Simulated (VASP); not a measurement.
Consider the following.

```
AlNi
1.0
    2.86437     0.00000     0.00000
    0.00000     4.05083     0.00000
    0.00000     0.00000    24.99403
Al Ni
5 5
Direct
  0.50000   0.00000   0.33492
  0.50000   0.50000   0.41856
  0.50000   0.00000   0.50000
  0.50000   0.50000   0.58144
  0.50000   0.00000   0.66508
  0.00000   0.50000   0.34206
  0.00000   0.00000   0.41997
  0.00000   0.50000   0.50000
  0.00000   0.00000   0.58003
  0.00000   0.50000   0.65794
```

Calculation: PBEsol GGA, VASP's PBE PAW potentials (set 64) (plane waves; VASP 6.6.1). Settings: PREC = Normal, 400 eV cut-off, 10×7×1 Γ-centred mesh, first-order Methfessel-Paxton smearing of 0.10 eV, potentials Al Ni.

Question: Predict the energy per atom (σ→0), band gap (on the k-mesh) with the smallest direct gap where there is one.

Answer: 
| Property | Value |
|---|---|
| band gap (on the k-mesh) | none (metal, semimetal or under 0.01 eV) |
| energy per atom (σ→0) | -5.529 eV/atom |

The absolute energy has meaning only against runs of the same code, potentials and settings.

The cell is a thin slab with vacuum, built from NiAl (CsCl type): (110) face. The run is not spin-polarised, so no magnetic state was tried.
